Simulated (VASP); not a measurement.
Given:

```yaml
crystal:
  lattice:
    - [0.00000, 1.98999, 1.98999]
    - [1.98999, 0.00000, 1.98999]
    - [1.98999, 1.98999, 0.00000]
  atoms:
    - { symbol: Pd, position: [0.00000, 0.00000, 0.00000] }
```

Level of theory: RPBE GGA, VASP's PBE PAW potentials (set 64) (plane waves; VASP). Run with 520 eV cut-off, 16×16×16 Γ-centred mesh, first-order Methfessel-Paxton smearing of 0.10 eV, potentials Pd.

Question: Predict the energy per atom (σ→0), band gap (on the k-mesh) with the smallest direct gap where there is one.

Answer: 
* **band gap (on the k-mesh)**: none (metal, semimetal or under 0.01 eV)
* **energy per atom (σ→0)**: -4627 meV/atom

Only differences to runs with the same potentials and settings are physical.

The compound is Pd in the fcc structure. It was relaxed first, which changed the volume by +7 %.
